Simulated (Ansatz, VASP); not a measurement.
# Ba3Hf2TiO9 (random cubic perovskite alloy of BaHfO3 and BaTiO3): VASP beside Ansatz, part 2 of 2

One calculation is typed for both programs; each brings its own data sets. How far apart do they land? Of the first pair: The structure shown is the start of the Ansatz relaxation below; VASP solves that cell, so the two are compared at the walk's first step.

VASP 6.6.1 and Ansatz 0.2.0.

So far. Step 4 (Differences): The forces differ by 61 meV/Å r.m.s., where the r.m.s. force is 0.013 eV/Å in Ansatz and 0.063 eV/Å in VASP: the atoms lie near their places of rest in Ansatz, so a percentage would say little (all taken over all components).

### 5. Ansatz: relaxation, PBE

Level of this step: Ansatz beside VASP: Kohn-Sham DFT, plane waves, PBE (Ansatz).

This run makes the geometry at which the two programs are then compared.

The structure compared here is the end of the Ansatz relaxation.

Input file input.yaml:

```yaml
crystal:
  lattice:
    - [12.60306, 0.11792, 2.0e-05]
    - [0.11586, 12.39642, -0.00134]
    - [1.0e-05, -0.00134, 12.43197]
  atoms:
    - { symbol: Ba, position: [0.9985, 0.00046, 0.99764] }
    - { symbol: Hf, position: [0.16438, 0.17128, 0.16777] }
    - { symbol: O, position: [0.16777, 0.16069, 0.00104] }
    - { symbol: O, position: [0.00154, 0.16387, 0.17132] }
    - { symbol: O, position: [0.16939, 0.99182, 0.1709] }
    - { symbol: Ba, position: [0.99641, 0.00626, 0.33644] }
    - { symbol: Ti, position: [0.15855, 0.16892, 0.49877] }
    - { symbol: O, position: [0.17026, 0.1644, 0.33945] }
    - { symbol: O, position: [0.01396, 0.16751, 0.5002] }
    - { symbol: O, position: [0.17088, 0.00327, 0.50135] }
    - { symbol: Ba, position: [0.99563, 0.00691, 0.66043] }
    - { symbol: Hf, position: [0.16534, 0.16621, 0.8313] }
    - { symbol: O, position: [0.17032, 0.16336, 0.66349] }
    - { symbol: O, position: [0.00148, 0.16589, 0.83034] }
    - { symbol: O, position: [0.1706, 0.99026, 0.8375] }
    - { symbol: Ba, position: [0.99674, 0.33883, 0.9977] }
    - { symbol: Ti, position: [0.15905, 0.50874, 0.16483] }
    - { symbol: O, position: [0.16972, 0.5004, 0.00684] }
    - { symbol: O, position: [0.00916, 0.49935, 0.16591] }
    - { symbol: O, position: [0.1704, 0.33466, 0.16746] }
    - { symbol: Ba, position: [0.99713, 0.3325, 0.33501] }
    - { symbol: Hf, position: [0.16328, 0.49956, 0.49814] }
    - { symbol: O, position: [0.16997, 0.49814, 0.33035] }
    - { symbol: O, position: [0.00226, 0.49651, 0.50199] }
    - { symbol: O, position: [0.17302, 0.32826, 0.50149] }
    - { symbol: Ba, position: [0.99336, 0.33276, 0.66517] }
    - { symbol: Hf, position: [0.16232, 0.50339, 0.83419] }
    - { symbol: O, position: [0.17276, 0.49962, 0.66753] }
    - { symbol: O, position: [0.00163, 0.50191, 0.83427] }
    - { symbol: O, position: [0.17061, 0.3331, 0.83766] }
[... 99 atom lines left out ...]
    - { symbol: O, position: [0.83783, 0.66654, 0.50107] }
    - { symbol: Ba, position: [0.65987, 0.66665, 0.66784] }
    - { symbol: Hf, position: [0.82681, 0.83264, 0.83282] }
    - { symbol: O, position: [0.84008, 0.83275, 0.66665] }
    - { symbol: O, position: [0.6692, 0.83263, 0.83386] }
    - { symbol: O, position: [0.83823, 0.66064, 0.8319] }
kpoints:
  mp_grid: { grid: [1, 1, 1] }
hamiltonian:
  xc: pbe
scf:
  occupations: { method: fixed }
output:
  forces: true
  eigenvalues: true
  stress: true
relax:
  f_tol: 0.05
  max_steps: 70
```

Command:

```console
$ ansatz run input.yaml --threads 8 --pin off --max-ram 15872MiB --backend cpu --events-out ev --progress --plain --runs-dir out
```

Numbers of over 12 decimals in the logs are rounded to 6 here.

Log:

```text
[...]
Crystal: 135 atoms, lattice volume = 1942.112 Å³
Basis set: ecut = 420 eV, 37967 PW (Γ), exchange–correlation on 180×180×180 points (8 copies of the dense FFT grid, shifted against one another)
Bands: 801, of which v1, the nominal top of the filled ones, is band 666 counted from 1 (665 counted from 0)
Symmetry: 1 space group operations
[...]
k-points: 1
[...]
- { symbol: Ba, position: [0.656713, 0.671623, 0.998654] }
    - { symbol: Hf, position: [0.826240, 0.833747, 0.166236] }
[...]
- { symbol: Ba, position: [0.658831, 0.664998, 0.334894] }
    - { symbol: Hf, position: [0.831461, 0.835478, 0.499506] }
[...]
- { symbol: O, position: [0.837896, 0.666425, 0.501157] }
    - { symbol: Ba, position: [0.659915, 0.666385, 0.668550] }
    - { symbol: Hf, position: [0.826829, 0.832577, 0.832816] }
    - { symbol: O, position: [0.840075, 0.832870, 0.666643] }
    - { symbol: O, position: [0.669193, 0.832791, 0.833827] }
    - { symbol: O, position: [0.837826, 0.660565, 0.831927] }
```

### 6. VASP: single point, PBE, relaxed cell, pair 2

The same cell, functional and mesh now go to VASP, with its own data sets.

Input file INCAR:

```
SYSTEM = Ba3Hf2TiO9
PREC = Accurate
ENCUT = 600
EDIFF = 1E-06
NELM = 120
ISMEAR = 0
SIGMA = 0.01
LREAL = Auto
ALGO = Normal
GGA = PE
NBANDS = 616
LASPH = .TRUE.
LORBIT = 11
LWAVE = .FALSE.
LCHARG = .FALSE.
ISIF = 2
GGA_COMPAT = .FALSE.
EFERMI = MIDGAP
```

Input file POSCAR:

```
Ba3Hf2TiO9
1.0
   12.6030600000      0.1179200000      0.0000200000
    0.1158600000     12.3964200000     -0.0013400000
    0.0000100000     -0.0013400000     12.4319700000
Ba Hf O Ti
27 18 81 9
Direct
    0.9987300000      0.0001900000      0.9975300000
    0.9967300000      0.0060600000      0.3363700000
    0.9959400000      0.0066000000      0.6603800000
    0.9969000000      0.3385200000      0.9972100000
    0.9971500000      0.3323000000      0.3352000000
    0.9934100000      0.3323400000      0.6654400000
    0.9990200000      0.6674500000      0.9980400000
    0.9995000000      0.6672900000      0.3301300000
    0.9938300000      0.6634300000      0.6676000000
    0.3278800000      0.9922400000      0.0018500000
    0.3264600000      0.0005700000      0.3341600000
    0.3285700000      0.9992500000      0.6671600000
    0.3274300000      0.3381400000      0.0042200000
    0.3267900000      0.3363500000      0.3320800000
    0.3286100000      0.3325100000      0.6639600000
    0.3260300000      0.6742900000      0.0040000000
    0.3270300000      0.6671600000      0.3286900000
    0.3317400000      0.6702400000      0.6694200000
    0.6570200000      0.9940300000      0.9992300000
    0.6619200000      0.9993400000      0.3327600000
    0.6605700000      0.9978200000      0.6692700000
    0.6650500000      0.3356300000      0.9979000000
    0.6612300000      0.3368600000      0.3366100000
    0.6630800000      0.3373300000      0.6643400000
    0.6567100000      0.6716200000      0.9986500000
    0.6588300000      0.6650000000      0.3348900000
    0.6599100000      0.6663900000      0.6685500000
    0.1644000000      0.1712300000      0.1677800000
    0.1653200000      0.1660700000      0.8313300000
    0.1632200000      0.4994800000      0.4981100000
[... 99 atom lines left out ...]
    0.1552700000      0.8343800000      0.8236400000
    0.4907200000      0.5016500000      0.5005200000
    0.4899000000      0.8343200000      0.1757400000
    0.4876100000      0.8344300000      0.8401000000
    0.8180200000      0.1683000000      0.4994100000
    0.8249300000      0.5023700000      0.8326900000
```

Input file KPOINTS:

```
Automatic mesh
0
Gamma
1 1 1
0 0 0
```

The projector-augmented-wave data sets are Ba_sv, Hf_pv, O and Ti_sv (PBE family, release 64).

Command:

```console
$ export OMP_NUM_THREADS=3
$ mpirun -np 1 vasp_gam
```

Log:

```text
[... set-up lines as in an earlier step ...]
 entering main loop
       N       E                     dE             d eps       ncg     rms          rms(c)
DAV:   1     0.147265381654E+05    0.14727E+05   -0.66384E+05  1232   0.202E+03
DAV:   2     0.931672497392E+03   -0.13795E+05   -0.13076E+05  1584   0.527E+02
DAV:   3    -0.120892984714E+04   -0.21406E+04   -0.20942E+04  1400   0.197E+02
DAV:   4    -0.135848303413E+04   -0.14955E+03   -0.14914E+03  1728   0.530E+01
[...]
DAV:  19    -0.114172596057E+04    0.47866E-05   -0.21801E-05  1568   0.926E-03    0.293E-02
DAV:  20    -0.114172595318E+04    0.73884E-05   -0.26571E-05  1568   0.957E-03    0.636E-03
DAV:  21    -0.114172595314E+04    0.40563E-07   -0.42542E-06  1176   0.307E-03
   1 F= -.11417260E+04 E0= -.11417260E+04  d E =0.000000E+00
```

Parts of OUTCAR (step 6):

```text
  FREE ENERGIE OF THE ION-ELECTRON SYSTEM (eV)
  ---------------------------------------------------
  free  energy   TOTEN  =     -1141.7259531381 eV

  energy  without entropy=    -1141.7259531381  energy(sigma->0) =    -1141.72595314
```

The run ends at a pressure of -0.01 GPa, with forces up to 0.19 eV/Å.

### 7. Comparison

What differs besides the data sets and the points named for the pairs above, as far as they apply: the data sets hold 1332 valence electrons in Ansatz (on its default PAW (the set named soft_2) files) and 1044 in VASP; the cutoff is 420 eV in Ansatz and 600 eV in VASP (PREC = Accurate, projectors in real space). Total energies have different zeros and are not compared.

Both answers:

```csv
quantity,Ansatz,VASP,difference
pressure (GPa),0.03,-0.01,+0.04
gap on the k mesh (eV),2.979,2.935,+0.044
```

Forces on 9 of the 135 atoms, those with the largest forces and the largest differences (eV/Å; atoms numbered as in POSCAR):

```csv
atom,"Ansatz x, y, z","VASP x, y, z"
O60,"0.004, 0.017, -0.001","-0.033, 0.187, -0.010"
O75,"0.001, 0.019, 0.000","-0.030, 0.190, 0.015"
O81,"0.000, 0.014, 0.000","-0.035, 0.191, 0.012"
O94,"0.000, 0.005, -0.002","-0.024, 0.013, 0.178"
O96,"0.002, 0.020, 0.000","-0.028, 0.191, 0.013"
O99,"-0.005, 0.018, 0.003","-0.050, -0.161, 0.021"
O104,"-0.005, 0.000, 0.001","-0.186, -0.013, 0.005"
O114,"-0.001, 0.028, 0.000","-0.026, 0.186, -0.005"
O126,"0.000, 0.018, 0.000","-0.033, 0.186, 0.014"
```

The forces differ by 61 meV/Å r.m.s., where the r.m.s. force is 0.009 eV/Å in Ansatz and 0.061 eV/Å in VASP: the atoms lie near their places of rest in Ansatz, so a percentage would say little (all taken over all components). A gap on the mesh is an upper bound, since the band edges may lie between its points; neither run holds spin-orbit coupling, which can move the band edges of a compound of Hf.

### 8. What came out

```yaml
r_m_s_force_difference_single_point_pbe_start_cell_pair_1: 61 meV/Å
r_m_s_force_difference_single_point_pbe_relaxed_cell_pair_2: 61 meV/Å
difference_in_gap_on_the_k_mesh_single_point_pbe_relaxed_cell_pair_2: 0.044 eV
```

The r.m.s. force difference is 61 meV/Å (single point, PBE, start cell, pair 1), beyond the 12 meV/Å picked in this series as the mark of a large difference. The data sets hold unlike numbers of valence electrons (1332 in Ansatz and 1044 in VASP), so part of the differences comes from the potentials. What causes the difference of the single point, PBE, start cell, pair 1 pair stays open here. What causes the difference of the single point, PBE, relaxed cell, pair 2 pair stays open here. How closely two codes agree says nothing of how well the functional describes the real material.

[Lines on the potential files, build, host, timing and source positions are cut from VASP's logs without a mark.]

[Logs are printed without paths, hosts, clocks, repeated set-up lines and the standing remarks that a program may print on its own settings, such as how far it seeks lower states.]

[Hosts, paths, dates, database ids (printed as entryN), source tags and the programs' standing remarks are cut or masked in the printed files.]
